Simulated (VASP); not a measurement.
All values below come from PBE GGA, VASP's PBE PAW potentials (set 64) (plane waves; VASP).

A VASP calculation is set up with these files.

INCAR:
```
SYSTEM = NaI
PREC = Accurate
ENCUT = 400
EDIFF = 1E-6
NELM = 100
ALGO = Normal
LREAL = .FALSE.
LASPH = .TRUE.
ISMEAR = 0
SIGMA = 0.05
GGA = PE
LMAXMIX = 4
LWAVE = .FALSE.
LCHARG = .FALSE.
IBRION = 2
ISIF = 3
NSW = 60
EDIFFG = -0.01
```

### KPOINTS
```
Automatic mesh
0
Gamma
6 6 6
0 0 0
```

### POSCAR
```
NaI
1.0
  0.0000000000   3.2566474738   3.2566474738
  3.2566474738   0.0000000000   3.2566474738
  3.2566474738   3.2566474738   0.0000000000
Na I
1 1
Cartesian
  0.0000000000   0.0000000000   0.0000000000
  3.2566474738   3.2566474738   3.2566474738
```

POTCAR, in this order: Na_pv I (PBE.64 set). Program: vasp_std.

Output

### OSZICAR
```
       N       E                     dE             d eps       ncg     rms          rms(c)
DAV:   1     0.685211618857E+02    0.68521E+02   -0.59916E+03   360   0.923E+02
DAV:   2    -0.276104422709E+00   -0.68797E+02   -0.64664E+02   382   0.210E+02
DAV:   3    -0.532907282020E+01   -0.50530E+01   -0.50311E+01   436   0.601E+01
DAV:   4    -0.545442483251E+01   -0.12535E+00   -0.12531E+00   421   0.104E+01
DAV:   5    -0.545767245829E+01   -0.32476E-02   -0.32476E-02   423   0.160E+00    0.162E+00
DAV:   6    -0.539400639624E+01    0.63666E-01   -0.90511E-02   403   0.199E+00    0.112E+00
DAV:   7    -0.538478489350E+01    0.92215E-02   -0.74845E-02   406   0.166E+00    0.592E-01
DAV:   8    -0.538693558233E+01   -0.21507E-02   -0.52906E-03   358   0.700E-01    0.148E-01
DAV:   9    -0.538690444043E+01    0.31142E-04   -0.13162E-04   400   0.125E-01    0.427E-02
DAV:  10    -0.538692304309E+01   -0.18603E-04   -0.40645E-05   397   0.767E-02    0.616E-03
DAV:  11    -0.538692400188E+01   -0.95879E-06   -0.39509E-06   373   0.220E-02
   1 F= -.53869240E+01 E0= -.53869240E+01  d E =-.538692E+01
```

### OUTCAR
```
------------------------ aborting loop because EDIFF is reached ----------------------------------------
  FORCE on cell =-STRESS in cart. coord.  units (eV):
  Direction    XX          YY          ZZ          XY          YZ          ZX
  --------------------------------------------------------------------------------------
  Total        0.0149117      0.0149117      0.0149117      0.0000000      0.0000000     -0.0000000
  in kB        0.3458563      0.3458563      0.3458563      0.0000000      0.0000000     -0.0000000
  external PRESSURE =       0.3458563 kB  Pullay stress =       0.0000000 kB
  volume of cell :       69.08
      direct lattice vectors                 reciprocal lattice vectors
     0.000000000  3.256647474  3.256647474    -0.153532123  0.153532123  0.153532123
     3.256647474  0.000000000  3.256647474     0.153532123 -0.153532123  0.153532123
     3.256647474  3.256647474  0.000000000     0.153532123  0.153532123 -0.153532123
  FREE ENERGIE OF THE ION-ELECTRON SYSTEM (eV)
  ---------------------------------------------------
  free  energy   TOTEN  =        -5.3869240019 eV

  energy  without entropy=       -5.3869240019  energy(sigma->0) =       -5.38692400

 reached required accuracy - stopping structural energy minimisation
```
(Selected blocks of OUTCAR.)

The compound is NaI in the rock salt structure. It was relaxed first. The start is the result of an earlier pass.
